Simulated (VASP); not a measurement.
Method: PBEsol GGA, VASP's PBE PAW potentials (set 64) (plane waves; VASP 6.6.1).

VASP input:

File POSCAR:
```
Zr
1
    1.5897709219    -2.7535639574     0.0000000000
    1.5897709219     2.7535639574     0.0000000000
    0.0000000000     0.0000000000     5.1253340678
Zr
2
Direct
  0.3333330000   0.6666670000   0.2500000000
  0.6666670000   0.3333330000   0.7304890767
```

### INCAR
```
SYSTEM = Zr
PREC = Accurate; ENCUT = 480; LREAL = .FALSE.
LASPH = .TRUE.
EDIFF = 1E-7; NELM = 100; ALGO = Normal
LMAXMIX = 4
ISMEAR = 1; SIGMA = 0.1
GGA = PS
ISIF = 2
LWAVE = .FALSE.; LCHARG = .FALSE.
```

### KPOINTS
```
Automatic mesh
0
Gamma
12 12 8
0 0 0
```

POTCAR, in this order: Zr_sv (PBE.64 set). Program: vasp_std.

What VASP printed:

### OSZICAR
```
       N       E                     dE             d eps       ncg     rms          rms(c)
DAV:   1     0.206643451157E+03    0.20664E+03   -0.13273E+04  4192   0.141E+03
DAV:   2    -0.507357890880E+01   -0.21172E+03   -0.20988E+03  5304   0.403E+02
DAV:   3    -0.186957220932E+02   -0.13622E+02   -0.13515E+02  7976   0.757E+01
DAV:   4    -0.189235442518E+02   -0.22782E+00   -0.22781E+00  4464   0.111E+01
DAV:   5    -0.189302966345E+02   -0.67524E-02   -0.67524E-02  6600   0.126E+00    0.162E+01
DAV:   6    -0.182653847149E+02    0.66491E+00   -0.10557E+00  4352   0.894E+00    0.654E+00
DAV:   7    -0.181326154907E+02    0.13277E+00   -0.66335E-01  6112   0.618E+00    0.114E+00
DAV:   8    -0.181363424382E+02   -0.37269E-02   -0.31479E-02  5552   0.148E+00    0.452E-01
DAV:   9    -0.181372118102E+02   -0.86937E-03   -0.40353E-03  4688   0.735E-01    0.516E-02
DAV:  10    -0.181371437768E+02    0.68033E-04   -0.15996E-04  6032   0.120E-01    0.201E-02
DAV:  11    -0.181371424292E+02    0.13476E-05   -0.11663E-05  5152   0.405E-02    0.332E-03
DAV:  12    -0.181371428046E+02   -0.37544E-06   -0.83091E-07  5744   0.974E-03    0.219E-03
DAV:  13    -0.181371425827E+02    0.22189E-06   -0.59425E-08  2840   0.249E-03    0.486E-04
DAV:  14    -0.181371425559E+02    0.26804E-07   -0.10857E-08  2688   0.109E-03
   1 F= -.18137143E+02 E0= -.18137219E+02  d E =0.230529E-03
```

File OUTCAR:
```
------------------------ aborting loop because EDIFF is reached ----------------------------------------
  FORCE on cell =-STRESS in cart. coord.  units (eV):
  Direction    XX          YY          ZZ          XY          YZ          ZX
  --------------------------------------------------------------------------------------
  Total        0.2381708      0.2381708      0.0778360      0.0000000     -0.0000000      0.0000000
  in kB        8.5038813      8.5038810      2.7791328      0.0000000     -0.0000000      0.0000000
  external PRESSURE =       6.5956317 kB  Pullay stress =       0.0000000 kB
  volume of cell :       44.87
      direct lattice vectors                 reciprocal lattice vectors
     1.589770922 -2.753563957  0.000000000     0.314510722 -0.181582853  0.000000000
     1.589770922  2.753563957  0.000000000     0.314510722  0.181582853  0.000000000
     0.000000000  0.000000000  5.125334068     0.000000000  0.000000000  0.195109233
 POSITION                                       TOTAL-FORCE (eV/Angst)
 -----------------------------------------------------------------------------------
      1.58977      0.91786      1.28133        -0.000000     -0.000000     -0.453772
      1.58977     -0.91786      3.74400         0.000000      0.000000      0.453772
 -----------------------------------------------------------------------------------
    total drift:                               -0.000000      0.000741      0.000030
  FREE ENERGIE OF THE ION-ELECTRON SYSTEM (eV)
  ---------------------------------------------------
  free  energy   TOTEN  =       -18.1371425559 eV

  energy  without entropy=      -18.1373730851  energy(sigma->0) =      -18.13721940
```
(Selected blocks of OUTCAR.)

File OUTCAR:
```
 val. band max:        9.2971541768   @ k =   0.3333   0.3333   0.5000

 cond. band min:       9.3059006382   @ k =   0.3333   0.2500   0.5000


 Fermi energy:         9.3041124638

 k-point     1 :       0.0000    0.0000    0.0000
  band No.  band energies     occupation
      1     -39.3908      2.00000
      2     -39.2091      2.00000
      3     -18.0107      2.00000
      4     -17.0124      2.00000
      5     -17.0124      2.00000
      6     -16.8758      2.00000
      7     -16.8550      2.00000
      8     -16.8550      2.00000
      9       3.5496      2.00000
     10       6.1184      2.00000
     11      10.0575     -0.00000
     12      10.1399     -0.00000
     13      10.1400     -0.00000
     14      10.6998     -0.00000
     15      10.7999     -0.00000
     16      10.7999     -0.00000

 k-point     2 :       0.0833   -0.0000    0.0000
  band No.  band energies     occupation
      1     -39.3812      2.00000
      2     -39.2050      2.00000
      3     -17.9869      2.00000
      4     -17.0705      2.00000
      5     -17.0304      2.00000
      6     -16.9124      2.00000
      7     -16.8832      2.00000
      8     -16.8624      2.00000
      9       3.7550      2.00000
     10       6.3085      2.00000
     11       9.5970     -0.00028
     12      10.1409     -0.00000
     13      10.3301     -0.00000
     14      10.5594     -0.00000
     15      10.6938     -0.00000
     16      10.9413     -0.00000

 k-point     3 :       0.1667    0.0000    0.0000
  band No.  band energies     occupation
      1     -39.3545      2.00000
      2     -39.1940      2.00000
      3     -17.9190      2.00000
      4     -17.2248      2.00000
      5     -17.0778      2.00000
      6     -17.0644      2.00000
      7     -16.9103      2.00000
      8     -16.8839      2.00000
      9       4.3290      2.00000
     10       6.7877      2.00000
     11       8.9703      2.00002
     12       9.3352      0.50143
     13      10.1814     -0.00000
...
```

The compound is Zr in the hcp structure. This cell was strained or had an atom moved on purpose.
